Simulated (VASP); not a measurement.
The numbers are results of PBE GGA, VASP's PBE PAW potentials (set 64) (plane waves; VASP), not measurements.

The input files of a VASP run:

**POSCAR**
```
Al35GeN35
1
    4.6932676572    -8.1289780179     0.0000000000
    4.6932676572     8.1289780179     0.0000000000
    0.0000000000     0.0000000000    10.0192026156
Al N Ge
35 35 1
Direct
  0.2222220000   0.1111110000   0.2500000000
  0.1111110000   0.2222220000   0.0000000000
  0.2222220000   0.1111110000   0.7500000000
  0.1127410000   0.2249590000   0.4954810000
  0.2186180000   0.4470210000   0.2466110000
  0.1111110000   0.5555560000   0.0000000000
  0.2229840000   0.4395760000   0.7473750000
  0.1112370000   0.5591770000   0.5019600000
  0.2222220000   0.7777780000   0.2500000000
  0.1111110000   0.8888890000   0.0000000000
  0.2222220000   0.7777780000   0.7500000000
  0.1111110000   0.8888890000   0.5000000000
  0.5555560000   0.1111110000   0.2500000000
  0.4444440000   0.2222220000   0.0000000000
  0.5555560000   0.1111110000   0.7500000000
  0.4444440000   0.2222220000   0.5000000000
  0.5555560000   0.4444440000   0.2500000000
  0.4444440000   0.5555560000   0.0000000000
  0.5555560000   0.4444440000   0.7500000000
  0.5555560000   0.7777780000   0.2500000000
  0.4444440000   0.8888890000   0.0000000000
  0.5555560000   0.7777780000   0.7500000000
  0.4444440000   0.8888890000   0.5000000000
  0.8888890000   0.1111110000   0.2500000000
  0.7777780000   0.2222220000   0.0000000000
  0.8888890000   0.1111110000   0.7500000000
  0.7777780000   0.2222220000   0.5000000000
  0.8888890000   0.4444440000   0.2500000000
  0.7777780000   0.5555560000   0.0000000000
  0.8888890000   0.4444440000   0.7500000000
  0.7777780000   0.5555560000   0.5000000000
  0.8888890000   0.7777780000   0.2500000000
  0.7777780000   0.8888890000   0.0000000000
  0.8888890000   0.7777780000   0.7500000000
  0.7777780000   0.8888890000   0.5000000000
  0.2152950000   0.1094870000   0.4420950000
  0.1146720000   0.2207310000   0.1894460000
  0.2222220000   0.1111110000   0.9410000000
  0.1042570000   0.2203500000   0.6906080000
  0.1059130000   0.5507890000   0.1876520000
  0.2222220000   0.4444440000   0.9410000000
  0.1091800000   0.5531680000   0.6958670000
  0.2255860000   0.7806110000   0.4360490000
  0.1111110000   0.8888890000   0.1910000000
  0.2222220000   0.7777780000   0.9410000000
  0.1111110000   0.8888890000   0.6910000000
  0.5555560000   0.1111110000   0.4410000000
  0.4444440000   0.2222220000   0.1910000000
  0.5555560000   0.1111110000   0.9410000000
  0.4444440000   0.2222220000   0.6910000000
  0.5585230000   0.4448180000   0.4398790000
  0.4422270000   0.5497840000   0.1935610000
  0.5555560000   0.4444440000   0.9410000000
  0.4475080000   0.5547260000   0.6898080000
  0.5601990000   0.7826220000   0.4434220000
  0.4444440000   0.8888890000   0.1910000000
  0.5555560000   0.7777780000   0.9410000000
  0.4444440000   0.8888890000   0.6910000000
  0.8888890000   0.1111110000   0.4410000000
  0.7777780000   0.2222220000   0.1910000000
  0.8888890000   0.1111110000   0.9410000000
  0.7777780000   0.2222220000   0.6910000000
  0.8888890000   0.4444440000   0.4410000000
  0.7777780000   0.5555560000   0.1910000000
  0.8888890000   0.4444440000   0.9410000000
  0.7777780000   0.5555560000   0.6910000000
  0.8888890000   0.7777780000   0.4410000000
  0.7777780000   0.8888890000   0.1910000000
  0.8888890000   0.7777780000   0.9410000000
  0.7777780000   0.8888890000   0.6910000000
  0.4423990000   0.5489030000   0.4990630000
```

**INCAR**
```
! general
SYSTEM =Al35GeN35
PREC   =Normal
ENCUT  =400   ! plane-wave cut-off (eV)
LREAL  =Auto   ! projection in real space or not
LASPH  =T
ISYM   =0
NELECT =283.0

! electronic loop
EDIFF  =1E-5
NELM   =100   ! most electronic steps
NELMIN =4
ALGO   =Fast
LMAXMIX=4   ! l cut-off of mixed one-centre charges

! smearing
ISMEAR =0   ! Gaussian
SIGMA  =0.05   ! width (eV)

! functional
GGA    =PE

! spin
ISPIN  =2
MAGMOM =71*0.0423
NUPDOWN=3

! ions
IBRION =2   ! conjugate gradients
NSW    =70   ! most ionic steps
ISIF   =2   ! forces and stress, cell fixed
EDIFFG =-0.03   ! ionic stop

! output
LWAVE  =T
LCHARG =F
LORBIT =10
```

**KPOINTS**
```
Automatic mesh
0
Gamma
1 1 1
0 0 0
```

POTCAR, in this order: Al N Ge (PBE.64 set). Program: vasp_gam.

Task: What will the output report for the number of irreducible k-points (NKPTS), largest plane-wave count, FFT grid (NGX, NGY, NGZ)?

Result: 
The number of irreducible k-points (NKPTS) comes out as 1. The largest plane-wave count is 6983. The FFT grid (NGX, NGY, NGZ) comes out as 48 × 48 × 50.

The cell is a supercell with a defect, built from AlN (wurtzite): Ge_Al-vac_N, charge +1.
